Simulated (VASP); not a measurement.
Computed with PBE GGA, VASP's PBE PAW potentials (set 64) (plane waves; VASP).

Input for VASP

### INCAR
```
SYSTEM = Cd
PREC = Accurate
ENCUT = 400
EDIFF = 1E-6
NELM = 100
ALGO = Normal
LREAL = .FALSE.
LASPH = .TRUE.
ISMEAR = 1
SIGMA = 0.1
GGA = PE
LMAXMIX = 4
LWAVE = .FALSE.
LCHARG = .FALSE.
ISIF = 2
```

### POSCAR
```
Cd
1
    1.4900000000    -2.5807560000     0.0000000000
    1.4900000000     2.5807560000     0.0000000000
    0.0000000000     0.0000000000     5.6200000000
Cd
2
Direct
  0.3333330000   0.6666670000   0.2500000000
  0.6666670000   0.3333330000   0.7500000000
```

**KPOINTS**
```
kpoints
0
G
 11 11 5
```

POTCAR, in this order: Cd (PBE.64 set). Program: vasp_std.

The run wrote:

File OSZICAR:
```
       N       E                     dE             d eps       ncg     rms          rms(c)
DAV:   1     0.143093856846E+03    0.14309E+03   -0.11733E+04  1552   0.124E+03
DAV:   2     0.131129218218E+01   -0.14178E+03   -0.13954E+03  1576   0.343E+02
DAV:   3    -0.154509246607E+01   -0.28564E+01   -0.28525E+01  1928   0.585E+01
DAV:   4    -0.154821517268E+01   -0.31227E-02   -0.31226E-02  1816   0.164E+00
DAV:   5    -0.154822397289E+01   -0.88002E-05   -0.88003E-05  1944   0.838E-02    0.466E+00
DAV:   6    -0.145050485446E+01    0.97719E-01   -0.28388E-01  1648   0.693E+00    0.367E+00
DAV:   7    -0.144508439243E+01    0.54205E-02   -0.33214E-02  1744   0.190E+00    0.165E+00
DAV:   8    -0.144516919127E+01   -0.84799E-04   -0.36227E-03  1712   0.875E-01    0.941E-02
DAV:   9    -0.144520860447E+01   -0.39413E-04   -0.22231E-05  2008   0.563E-02    0.363E-02
DAV:  10    -0.144524635866E+01   -0.37754E-04   -0.34689E-05  1728   0.657E-02    0.393E-03
DAV:  11    -0.144524673326E+01   -0.37460E-06   -0.36645E-08  1240   0.206E-03
   1 F= -.14452467E+01 E0= -.14451882E+01  d E =-.175530E-03
```

File OUTCAR:
```
------------------------ aborting loop because EDIFF is reached ----------------------------------------
  FORCE on cell =-STRESS in cart. coord.  units (eV):
  Direction    XX          YY          ZZ          XY          YZ          ZX
  --------------------------------------------------------------------------------------
  Total        0.8971729      0.8971731      0.1156783      0.0000000      0.0000000      0.0000000
  in kB       33.2573161     33.2573237      4.2880821      0.0000000      0.0000000      0.0000000
  external PRESSURE =      23.6009073 kB  Pullay stress =       0.0000000 kB
  volume of cell :       43.22
      direct lattice vectors                 reciprocal lattice vectors
     1.490000000 -2.580756000  0.000000000     0.335570470 -0.193741679  0.000000000
     1.490000000  2.580756000  0.000000000     0.335570470  0.193741679  0.000000000
     0.000000000  0.000000000  5.620000000     0.000000000  0.000000000  0.177935943
 POSITION                                       TOTAL-FORCE (eV/Angst)
 -----------------------------------------------------------------------------------
      1.49000      0.86025      1.40500         0.000000      0.000000      0.000000
      1.49000     -0.86025      4.21500        -0.000000      0.000000      0.000000
 -----------------------------------------------------------------------------------
    total drift:                               -0.000000      0.000194      0.000001
  FREE ENERGIE OF THE ION-ELECTRON SYSTEM (eV)
  ---------------------------------------------------
  free  energy   TOTEN  =        -1.4452467333 eV

  energy  without entropy=       -1.4450712030  energy(sigma->0) =       -1.44518822
```
(Selected blocks of OUTCAR.)

The compound is Cd in the hcp structure. The cell was not relaxed at this level.
